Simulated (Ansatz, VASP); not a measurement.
# Ga2O3: VASP beside Ansatz, part 2 of 3

One calculation is typed for both programs; each brings its own data sets. How far apart do they land? The cell is taken from a series of runs on this material, whose earlier steps may have relaxed, scaled, displaced or heated it; both programs get it as it stands.

VASP 6.6.1 and Ansatz 0.2.0.

So far: The starting structure; Ansatz: single point, r2SCAN with rVV10.

**3. VASP: single point, r2SCAN with rVV10**

Level of this step: r2SCAN with rVV10; plane waves and PAW (Ga_d, O) (VASP).

The same cell, functional and mesh now go to VASP, with its own data sets.

Lines of VASP's logs that name or quote its potential files are left out, and so is its time.

INCAR reads:

```
SYSTEM = Ga2O3
PREC = Accurate
ENCUT = 580
EDIFF = 1E-06
NELM = 120
ISMEAR = 0
SIGMA = 0.01
LREAL = .FALSE.
ALGO = Normal
METAGGA = R2SCAN
LUSE_VDW = .TRUE.
IVDW_NL = 2
BPARAM = 11.95
CPARAM = 0.0093
LASPH = .TRUE.
NBANDS = 54
LORBIT = 11
LWAVE = .FALSE.
LCHARG = .FALSE.
ISIF = 2
GGA_COMPAT = .FALSE.
EFERMI = MIDGAP
LMIXTAU = .TRUE.
KPAR = 2
```

POSCAR reads:

```
Ga2O3
1.0
    6.1070000000     -1.5185500000      0.0000000000
    6.1070000000      1.5185500000      0.0000000000
   -1.3859889000      0.0000000000      5.6300087400
Ga O
4 6
Direct
    0.0907257161      0.0907257161      0.7949827243
    0.9092742839      0.9092742839      0.2050172757
    0.6588354858      0.6588354858      0.3142837562
    0.3411645142      0.3411645142      0.6857162438
    0.1649755202      0.1649755202      0.1092149221
    0.8350244798      0.8350244798      0.8907850779
    0.1730977481      0.1730977481      0.5628885815
    0.8269022519      0.8269022519      0.4371114185
    0.4962434269      0.4962434269      0.2557091363
    0.5037565731      0.5037565731      0.7442908637
```

KPOINTS reads:

```
Automatic mesh
0
Gamma
8 8 4
0 0 0
```

The projector-augmented-wave data sets are Ga_d and O (PBE family, release 64).

Run with:

```console
mpirun -np 2 vasp_std
```

Numbers of over 12 decimals in the logs are rounded to 6 here.

Log:

```text
[banner, memory and clock lines left out]
running    2 mpi-ranks, on    1 nodes
 distrk:  each k-point on    1 cores,    2 groups
 distr:  one band on    1 cores,    1 groups

 POSCAR found type information on POSCAR GaO
 POSCAR found :  2 types and      10 ions
|                                                                             |
|               ----> ADVICE to this user running VASP <----                  |
|                                                                             |
|     You have switched on vdW-DFT.                                           |
|     This routine was written and supplied by Jiri Klimes. We recommend      |
|     that you carefully read and cite the following publications:            |
|       J. Klimes, D.R. Bowler, A. Michelides                                 |
|          J. Phys.: Cond Matt. 22 022201 (2010)                              |
|       J. Klimes, D.R. Bowler, A. Michelides                                 |
|          Phys. Rev. B. 83, 195131 (2011)                                    |
|     and references therein.                                                 |
|                                                                             |

|                                                                             |
|               ----> ADVICE to this user running VASP <----                  |
|                                                                             |
|     You enforced a specific xc type in the INCAR file but a different       |
|     [... a line on the potential file left out ...]
|     I HOPE YOU KNOW WHAT YOU ARE DOING!                                     |
|                                                                             |

 LDA part: xc-table for (None), standard interpolation
 POSCAR, INCAR and KPOINTS ok, starting setup
 FFT: planning ... GRIDC
 FFT: planning ... GRID_SOFT
 FFT: planning ... GRID
 WAVECAR not read
 entering main loop
       N       E                     dE             d eps       ncg     rms          rms(c)
Total rVV10 correction in eV:      2.3254999    93.3369985
Total rVV10 correction in eV:      2.3254999    93.3369985
DAV:   1     0.124240429991E+04    0.12424E+04   -0.43887E+04  9926   0.328E+03
DAV:   2     0.170321485019E+03   -0.10721E+04   -0.10111E+04  8536   0.883E+02
DAV:   3    -0.103110673021E+03   -0.27343E+03   -0.26546E+03  9786   0.282E+02
DAV:   4    -0.125784550492E+03   -0.22674E+02   -0.22426E+02 10314   0.874E+01
DAV:   5    -0.126621817965E+03   -0.83727E+00   -0.83545E+00 11074   0.171E+01    0.160E+01
Total rVV10 correction in eV:      2.4435316    93.3369986
Total rVV10 correction in eV:      2.4435316    93.3369986
DAV:   6    -0.106646864835E+03    0.19975E+02   -0.19986E+01 14244   0.598E+01    0.458E+00
Total rVV10 correction in eV:      2.4776793    93.3369986
Total rVV10 correction in eV:      2.4776793    93.3369986
DAV:   7    -0.983655944333E+02    0.82813E+01   -0.35306E+00 10752   0.128E+01    0.318E+00
Total rVV10 correction in eV:      2.5462293    93.3369986
Total rVV10 correction in eV:      2.5462293    93.3369986
DAV:   8    -0.109770158038E+03   -0.11405E+02   -0.44116E+00 12936   0.238E+01    0.221E+00
Total rVV10 correction in eV:      2.5316312    93.3369986
Total rVV10 correction in eV:      2.5316312    93.3369986
DAV:   9    -0.102723533771E+03    0.70466E+01   -0.10929E+00  9906   0.117E+01    0.120E+00
Total rVV10 correction in eV:      2.5196676    93.3369986
Total rVV10 correction in eV:      2.5196676    93.3369986
DAV:  10    -0.100047863671E+03    0.26757E+01   -0.84502E-01  8536   0.574E+00    0.495E-01
Total rVV10 correction in eV:      2.5207872    93.3369986
Total rVV10 correction in eV:      2.5207872    93.3369986
DAV:  11    -0.998207676415E+02    0.22710E+00   -0.79458E-01  8610   0.616E+00    0.244E-01
Total rVV10 correction in eV:      2.5221895    93.3369986
Total rVV10 correction in eV:      2.5221895    93.3369986
DAV:  12    -0.998890916297E+02   -0.68324E-01   -0.50955E-02 11900   0.159E+00    0.266E-01
Total rVV10 correction in eV:      2.5236872    93.3369986
Total rVV10 correction in eV:      2.5236872    93.3369986
DAV:  13    -0.998904432343E+02   -0.13516E-02   -0.29431E-03 12626   0.140E+00    0.194E-01
Total rVV10 correction in eV:      2.5280761    93.3369986
Total rVV10 correction in eV:      2.5280761    93.3369986
DAV:  14    -0.999152151721E+02   -0.24772E-01   -0.21437E-02 12436   0.198E+00    0.763E-02
Total rVV10 correction in eV:      2.5281500    93.3369986
Total rVV10 correction in eV:      2.5281500    93.3369986
DAV:  15    -0.999171592691E+02   -0.19441E-02   -0.44513E-03 11228   0.995E-01    0.273E-02
Total rVV10 correction in eV:      2.5287125    93.3369986
Total rVV10 correction in eV:      2.5287125    93.3369986
DAV:  16    -0.999169299586E+02    0.22931E-03   -0.82556E-04  9138   0.269E-01    0.147E-02
Total rVV10 correction in eV:      2.5286417    93.3369986
Total rVV10 correction in eV:      2.5286417    93.3369986
DAV:  17    -0.999172773057E+02   -0.34735E-03   -0.53109E-04  9764   0.215E-01    0.106E-02
Total rVV10 correction in eV:      2.5286371    93.3369986
Total rVV10 correction in eV:      2.5286371    93.3369986
DAV:  18    -0.999174032619E+02   -0.12596E-03   -0.14263E-04 11152   0.140E-01    0.930E-03
Total rVV10 correction in eV:      2.5287552    93.3369986
Total rVV10 correction in eV:      2.5287552    93.3369986
DAV:  19    -0.999174904075E+02   -0.87146E-04   -0.70046E-05  9342   0.654E-02    0.292E-03
Total rVV10 correction in eV:      2.5287257    93.3369986
Total rVV10 correction in eV:      2.5287257    93.3369986
DAV:  20    -0.999175080004E+02   -0.17593E-04   -0.10557E-05  9406   0.234E-02    0.179E-03
Total rVV10 correction in eV:      2.5286666    93.3369986
Total rVV10 correction in eV:      2.5286666    93.3369986
DAV:  21    -0.999175132362E+02   -0.52357E-05   -0.15309E-06  6892   0.204E-02    0.234E-03
Total rVV10 correction in eV:      2.5286345    93.3369986
Total rVV10 correction in eV:      2.5286345    93.3369986
DAV:  22    -0.999175146106E+02   -0.13744E-05   -0.12187E-06  6042   0.151E-02    0.219E-03
Total rVV10 correction in eV:      2.5286476    93.3369986
Total rVV10 correction in eV:      2.5286476    93.3369986
DAV:  23    -0.999175141854E+02    0.42522E-06   -0.27171E-07  5340   0.434E-03
Total rVV10 correction in eV:      2.5286914    93.3369986
Total rVV10 correction in eV:      2.5286914    93.3369986
Total rVV10 correction in eV:      2.5286549    93.3369986
Total rVV10 correction in eV:      2.5286549    93.3369986
   1 F= -.99917514E+02 E0= -.99917514E+02  d E =0.000000E+00
```

Parts of OUTCAR (step 3):

```text
ion  position               nearest neighbor table
   1  0.091  0.091  0.795-   5 1.83  10 1.84  10 1.84   7 1.86
   2  0.909  0.909  0.205-   6 1.83   9 1.84   9 1.84   8 1.86
   3  0.659  0.659  0.314-   9 1.93   5 1.94   5 1.94   8 2.01   7 2.07   7 2.07
   4  0.341  0.341  0.686-  10 1.93   6 1.94   6 1.94   7 2.01   8 2.07   8 2.07
   5  0.165  0.165  0.109-   1 1.83   3 1.94   3 1.94
   6  0.835  0.835  0.891-   2 1.83   4 1.94   4 1.94
   7  0.173  0.173  0.563-   1 1.86   4 2.01   3 2.07   3 2.07
   8  0.827  0.827  0.437-   2 1.86   3 2.01   4 2.07   4 2.07
   9  0.496  0.496  0.256-   2 1.84   2 1.84   3 1.93
  10  0.504  0.504  0.744-   1 1.84   1 1.84   4 1.93

  LATTYP: Found a base centered monoclinic cell.
 ALAT       =    12.2140000000
 B/A-ratio  =     0.2486572785
 C/A-ratio  =     0.4747093502
 COS(beta)  =    -0.2390419102

 Subroutine GETGRP returns: Found  4 space group operations
 (whereof  4 operations were pure point group operations)

The static configuration has the point symmetry C_2h.

 Found     78 irreducible k-points:

   k-points           NKPTS =     78   k-points in BZ     NKDIM =     78   number of bands    NBANDS=     54

   dimension x,y,z NGX =    50 NGY =   50 NGZ =   48
   dimension x,y,z NGXF=   100 NGYF=  100 NGZF=   96

   ENCUT  =  580.0 eV  42.63 Ry    6.53 a.u.  12.36 12.36 11.39*2*pi/ulx,y,z

   NELECT =      88.0000    total number of electrons

 k-points in reciprocal lattice and weights: Automatic mesh
   0.00000000  0.00000000  0.00000000       0.004
   0.12500000  0.00000000  0.00000000       0.016
   0.25000000  0.00000000  0.00000000       0.016
   0.37500000  0.00000000  0.00000000       0.016
   0.50000000  0.00000000  0.00000000       0.008
   0.12500000  0.12500000  0.00000000       0.008
   0.25000000  0.12500000  0.00000000       0.016
   0.37500000  0.12500000  0.00000000       0.016
   0.50000000  0.12500000 -0.00000000       0.016
[...]
-0.37500000  0.37500000  0.50000000       0.008
   0.50000000  0.50000000  0.50000000       0.004

 average (electrostatic) potential at core
       1 -69.1456       2 -69.1456       3 -69.0459       4 -69.0459       5 -73.4415
       6 -73.4415       7 -73.8929       8 -73.8929       9 -73.7503      10 -73.7503

 E-fermi :   4.9521

 k-point     1 :       0.0000    0.0000    0.0000
  band No.  band energies     occupation
    ...
     40       2.7632      2.00000
     41       2.7717      2.00000
     42       2.9556      2.00000
     43       3.1665      2.00000
     44       3.4193      2.00000
     45       6.4638      0.00000
     46       9.8355      0.00000
     47      10.8492      0.00000
     48      11.0025      0.00000
     49      11.9757      0.00000
    ...

 k-point     2 :       0.1250    0.0000    0.0000
  band No.  band energies     occupation
    ...
     40       2.4062      2.00000
     41       2.5559      2.00000
     42       2.8686      2.00000
     43       3.0791      2.00000
     44       3.4153      2.00000
     45       7.2971      0.00000
     46      10.1074      0.00000
     47      11.2282      0.00000
     48      11.4140      0.00000
     49      12.4714      0.00000
    ...

 k-point     3 :       0.2500    0.0000    0.0000
  band No.  band energies     occupation
    ...
     40       2.2861      2.00000
     41       2.3848      2.00000
     42       2.6803      2.00000
     43       2.9112      2.00000
     44       3.3875      2.00000
     45       8.8311      0.00000
     46      10.4388      0.00000
     47      11.2279      0.00000
     48      12.2649      0.00000
     49      12.6326      0.00000
    ...

  Total        0.7132144      0.8009868      0.8287110      0.0000000      0.0000000      0.0401313
  in kB       10.9429545     12.2896600     12.7150368      0.0000000      0.0000000      0.6157404
  external PRESSURE =      11.9825504 kB  Pullay stress =       0.0000000 kB

  energy-cutoff  :      580.00
  volume of cell :      104.42
      direct lattice vectors                 reciprocal lattice vectors
     6.107000000 -1.518550000  0.000000000     0.081873260 -0.329261467  0.020155462
     6.107000000  1.518550000  0.000000000     0.081873260  0.329261467  0.020155462
    -1.385988900  0.000000000  5.630008740     0.000000000  0.000000000  0.177619618

 POSITION                                       TOTAL-FORCE (eV/Angst)
 -----------------------------------------------------------------------------------
      0.00629      0.00000      4.47576         0.039678      0.000000     -0.001973
     10.82172      0.00000      1.15425        -0.039678      0.000000      0.001973
      7.61142      0.00000      1.76942        -0.011179      0.000000      0.047903
      3.21659      0.00000      3.86059         0.011179      0.000000     -0.047903
      1.86364      0.00000      0.61488         0.077056      0.000000      0.044051
      8.96437      0.00000      5.01513        -0.077056      0.000000     -0.044051
      1.33406      0.00000      3.16907         0.033870      0.000000     -0.064881
      9.49395      0.00000      2.46094        -0.033870      0.000000      0.064881
      5.70671      0.00000      1.43964         0.091605      0.000000      0.036192
      5.12130      0.00000      4.19036        -0.091605      0.000000     -0.036192
 -----------------------------------------------------------------------------------
    total drift:                                0.000000      0.000000     -0.000000

  FREE ENERGIE OF THE ION-ELECTRON SYSTEM (eV)
  ---------------------------------------------------
  free  energy   TOTEN  =       -99.9175141854 eV

  energy  without entropy=      -99.9175141854  energy(sigma->0) =      -99.91751419

 total charge
# of ion       s       p       d       tot
------------------------------------------
    1        0.695   0.849  10.292  11.837
    2        0.695   0.849  10.292  11.837
    3        0.615   0.698  10.266  11.580
    4        0.615   0.698  10.266  11.580
    5        1.553   3.545   0.000   5.098
    6        1.553   3.545   0.000   5.098
    7        1.558   3.540   0.000   5.098
    8        1.558   3.540   0.000   5.098
    9        1.551   3.575   0.000   5.126
   10        1.551   3.575   0.000   5.126
--------------------------------------------------
tot         11.945  24.416  41.116  77.477

[... 3 further parts left out ...]
```

The run ends at a pressure of 1.20 GPa, with forces up to 0.098 eV/Å.

**4. Differences**

Known differences besides the potentials themselves: VASP keeps PBE cores, Ansatz makes them for the functional; fixed occupations in Ansatz, narrow Gaussian smearing in VASP; the data sets hold 120 valence electrons in Ansatz (on PAW files that the input asks for by source) and 88 in VASP; the cutoff is 1300 eV in Ansatz and 580 eV in VASP. Total energies have different zeros and are not compared.

Both answers:

```csv
quantity,Ansatz,VASP,difference
gap on the k mesh (eV),3.045,3.023,+0.022
```

A gap on the mesh is an upper bound, since the band edges may lie between its points.

(Part 2 of 3 ends here.)

[Lines on the potential files, build, host, timing and source positions are cut from VASP's logs without a mark.]

[Logs are printed without paths, hosts, clocks, repeated set-up lines and the standing remarks that a program may print on its own settings, such as how far it seeks lower states.]

[Hosts, paths, dates, database ids (printed as entryN), source tags and the programs' standing remarks are cut or masked in the printed files.]
